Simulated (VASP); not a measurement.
Output of a VASP run:

### OUTCAR
```
 ion  position               nearest neighbor table
   1  0.000  0.000  0.000-   3 2.08   6 2.08   5 2.12   4 2.12   4 2.12   5 2.12
   2  0.500  0.500  0.500-   4 2.08   5 2.08   3 2.12   6 2.12   3 2.12   6 2.12
   3  0.304  0.304  0.000-   1 2.08   2 2.12   2 2.12
   4  0.804  0.196  0.500-   2 2.08   1 2.12   1 2.12
   5  0.196  0.804  0.500-   2 2.08   1 2.12   1 2.12
   6  0.696  0.696  0.000-   1 2.08   2 2.12   2 2.12
  LATTYP: Found a simple tetragonal cell.
 ALAT       =     4.8456350247
 C/A-ratio  =     0.6770014008
 Subroutine PRICEL returns:
 Original cell was already a primitive cell.
 Subroutine GETGRP returns: Found 16 space group operations
The static configuration has the point symmetry D_2h.
 The point group associated with its full space group is D_4h.
The dynamic configuration has the point symmetry D_2h.
The overall configuration has the point symmetry D_2h.
 Subroutine INISYM returns: Found 16 space group operations
 Subroutine IBZKPT returns following result:
 Found     24 irreducible k-points:

 Following reciprocal coordinates:
            Coordinates               Weight
  0.000000  0.000000  0.000000      1.000000
  0.200000  0.000000  0.000000      4.000000
  0.400000  0.000000  0.000000      4.000000
  0.200000  0.200000  0.000000      4.000000
  0.400000  0.200000  0.000000      8.000000
  0.400000  0.400000  0.000000      4.000000
  0.000000  0.000000  0.142857      2.000000
  0.200000  0.000000  0.142857      8.000000
  0.400000  0.000000  0.142857      8.000000
  0.200000  0.200000  0.142857      8.000000
  0.400000  0.200000  0.142857     16.000000
  0.400000  0.400000  0.142857      8.000000
  0.000000  0.000000  0.285714      2.000000
  0.200000  0.000000  0.285714      8.000000
  0.400000  0.000000  0.285714      8.000000
  0.200000  0.200000  0.285714      8.000000
  0.400000  0.200000  0.285714     16.000000
  0.400000  0.400000  0.285714      8.000000
  0.000000  0.000000  0.428571      2.000000
  0.200000  0.000000  0.428571      8.000000
  0.400000  0.000000  0.428571      8.000000
  0.200000  0.200000  0.428571      8.000000
  0.400000  0.200000  0.428571     16.000000
  0.400000  0.400000  0.428571      8.000000
   k-points           NKPTS =     24   k-points in BZ     NKDIM =     24   number of bands    NBANDS=     32
   number of dos      NEDOS =    301   number of ions     NIONS =      6
   total plane-waves  NPLWV =  44800
   dimension x,y,z NGX =    40 NGY =   40 NGZ =   28
   dimension x,y,z NGXF=    80 NGYF=   80 NGZF=   56
   ions per type =               2   4
   PREC   = accura    normal or accurate (medium, high low for compatibility)
   ISTART =      0    job   : 0-new  1-cont  2-samecut
   ICHARG =      2    charge: 1-file 2-atom 10-const
   ISPIN  =      2    spin polarized calculation?
   LNONCOLLINEAR =      F non collinear calculations
   LSORBIT =      F    spin-orbit coupling
   INIWAV =      1    electr: 0-lowe 1-rand  2-diag
   ENCUT  =  620.0 eV  45.57 Ry    6.75 a.u.   9.84  9.84  6.66*2*pi/ulx,y,z
   NELM   =    100;   NELMIN=  2; NELMDL= -5     # of ELM steps
   EDIFF  = 0.1E-05   stopping-criterion for ELM
   LREAL  =      F    real-space projection
   NLSPLINE    = F    spline interpolate recip. space projectors
   LMAXMIX     =    4 max onsite mixed and CHGCAR
   VOSKOWN=      0    Vosko Wilk Nusair interpolation
   EDIFFG = -.2E-01   stopping-criterion for IOM
   NSW    =     40    number of steps for IOM
   NBLOCK =      1;   KBLOCK =     40    inner block; outer block
   IBRION =      2    ionic relax: 0-MD 1-quasi-New 2-CG
   NFREE  =      1    steps in history (QN), initial steepest desc. (CG)
   ISIF   =      3    stress and relaxation
   ISYM   =      2    0-nonsym 1-usesym 2-fastsym
   TEIN   =    0.0    initial temperature
   TEBEG  =    0.0;   TEEND  =   0.0 temperature during run
   SMASS  =  -3.00    Nose mass-parameter (am)
   PSTRESS=    0.0 pullay stress
   NELECT =      54.0000    total number of electrons
   EFERMI =   0.00;   METHOD = LEGACY
...
```

File OSZICAR:
```
       N       E                     dE             d eps       ncg     rms          rms(c)
DAV:   1     0.759377886248E+03    0.75938E+03   -0.34279E+04  3112   0.217E+03
DAV:   2     0.409368123714E+02   -0.71844E+03   -0.69548E+03  3352   0.590E+02
DAV:   3    -0.413009960386E+02   -0.82238E+02   -0.80689E+02  3632   0.197E+02
DAV:   4    -0.438858788049E+02   -0.25849E+01   -0.25482E+01  3608   0.341E+01
DAV:   5    -0.439273252600E+02   -0.41446E-01   -0.41431E-01  3376   0.500E+00    0.205E+01
DAV:   6    -0.406482446752E+02    0.32791E+01   -0.23148E+01  3688   0.367E+01    0.154E+01
DAV:   7    -0.407557688025E+02   -0.10752E+00   -0.17212E+00  3224   0.102E+01    0.104E+01
DAV:   8    -0.406006521365E+02    0.15512E+00   -0.48554E-01  3200   0.634E+00    0.333E+00
DAV:   9    -0.407629369899E+02   -0.16228E+00   -0.11906E-01  3800   0.377E+00    0.878E-01
DAV:  10    -0.407687527600E+02   -0.58158E-02   -0.19861E-02  3184   0.936E-01    0.168E-01
DAV:  11    -0.407689776417E+02   -0.22488E-03   -0.71036E-04  3632   0.234E-01    0.651E-02
DAV:  12    -0.407691223652E+02   -0.14472E-03   -0.66264E-05  3352   0.667E-02    0.423E-02
DAV:  13    -0.407691636742E+02   -0.41309E-04   -0.41411E-05  3432   0.424E-02    0.168E-02
DAV:  14    -0.407691698113E+02   -0.61371E-05   -0.10735E-05  3576   0.250E-02    0.534E-03
DAV:  15    -0.407691699292E+02   -0.11791E-06   -0.53126E-07  1920   0.566E-03
   1 F= -.40769170E+02 E0= -.40769170E+02  d E =-.407692E+02  mag=    -0.0000
```

File OUTCAR:
```
------------------------ aborting loop because EDIFF is reached ----------------------------------------
  FORCE on cell =-STRESS in cart. coord.  units (eV):
  Direction    XX          YY          ZZ          XY          YZ          ZX
  --------------------------------------------------------------------------------------
  Total        0.0254192      0.0254192     -0.0392615      0.0000000      0.0000000      0.0000000
  in kB        0.5287263      0.5287263     -0.8166507      0.0000000      0.0000000      0.0000000
  external PRESSURE =       0.0802673 kB  Pullay stress =       0.0000000 kB
  volume of cell :       77.03
      direct lattice vectors                 reciprocal lattice vectors
     4.845635025  0.000000000  0.000000000     0.206371300  0.000000000  0.000000000
     0.000000000  4.845635025  0.000000000     0.000000000  0.206371300  0.000000000
     0.000000000  0.000000000  3.280501699     0.000000000  0.000000000  0.304831423
 POSITION                                       TOTAL-FORCE (eV/Angst)
 -----------------------------------------------------------------------------------
      0.00000      0.00000      0.00000         0.000000      0.000000      0.000000
      2.42282      2.42282      1.64025         0.000000      0.000000      0.000000
      1.47113      1.47113      0.00000        -0.012683     -0.012683      0.000000
      3.89395      0.95169      1.64025        -0.012683      0.012683      0.000000
      0.95169      3.89395      1.64025         0.012683     -0.012683      0.000000
      3.37451      3.37451      0.00000         0.012683      0.012683      0.000000
 -----------------------------------------------------------------------------------
    total drift:                                0.000000      0.000000     -0.000000
  FREE ENERGIE OF THE ION-ELECTRON SYSTEM (eV)
  ---------------------------------------------------
  free  energy   TOTEN  =       -40.7691699292 eV

  energy  without entropy=      -40.7691699292  energy(sigma->0) =      -40.76916993

 total charge

# of ion       s       p       d       tot
------------------------------------------
    1        0.169   6.155   4.969  11.293
    2        0.169   6.155   4.969  11.293
    3        1.728   4.355   0.000   6.082
    4        1.728   4.355   0.000   6.082
    5        1.728   4.355   0.000   6.082
    6        1.728   4.355   0.000   6.082
--------------------------------------------------
tot          7.249  29.729   9.937  46.916

 magnetization (x)

# of ion       s       p       d       tot
------------------------------------------
    1        0.017   0.017   4.483   4.517
    2       -0.017  -0.017  -4.483  -4.517
    3       -0.003  -0.024   0.000  -0.027
    4        0.003   0.024   0.000   0.027
    5        0.003   0.024   0.000   0.027
    6       -0.003  -0.024   0.000  -0.027
--------------------------------------------------
tot         -0.000   0.000  -0.000  -0.000

 reached required accuracy - stopping structural energy minimisation
```
(Selected blocks of OUTCAR.)

File POSCAR:
```
MnF2
1
    4.8456350247     0.0000000000     0.0000000000
    0.0000000000     4.8456350247     0.0000000000
    0.0000000000     0.0000000000     3.2805016993
Mn F
2 4
Direct
  0.0000000000   0.0000000000   0.0000000000
  0.5000000000   0.5000000000   0.5000000000
  0.3035984944   0.3035984944   0.0000000000
  0.8035984944   0.1964015056   0.5000000000
  0.1964015056   0.8035984944   0.5000000000
  0.6964015056   0.6964015056   0.0000000000
```

Problem. Reconstruct the remaining input files.

Solution. Several could match; the one computed here: the input of the run itself, PBEsol GGA, plane waves, VASP's PBE PAW potentials (set 64).

File KPOINTS:
```
Automatic mesh
0
Gamma
5 5 7
0 0 0
```

### INCAR
```
! general
SYSTEM  = MnF2
PREC    = Accurate
ENCUT   = 620   ! plane-wave cut-off (eV)
LREAL   = .FALSE.
LASPH   = .TRUE.   ! aspherical one-centre terms

! electronic loop
EDIFF   = 1E-6   ! SCF stop (eV)
NELM    = 100   ! most electronic steps
ALGO    = Normal
LMAXMIX = 4   ! l cut-off of mixed one-centre charges

! smearing
ISMEAR  = 0   ! Gaussian
SIGMA   = 0.05

! functional
GGA     = PS

! spin
ISPIN   = 2
MAGMOM  = 4.5 -4.5 -0.0 2*0.0 -0.0

! ions
IBRION  = 2   ! conjugate gradients
NSW     = 40
ISIF    = 3   ! ions, shape and volume
EDIFFG  = -0.02   ! ionic stop

! output
LWAVE   = .FALSE.
LCHARG  = .FALSE.
LORBIT  = 10
```

POTCAR, in this order: Mn_pv F (PBE.64 set). Program: vasp_std.

The compound is MnF2 in the rutile structure. It was relaxed first.
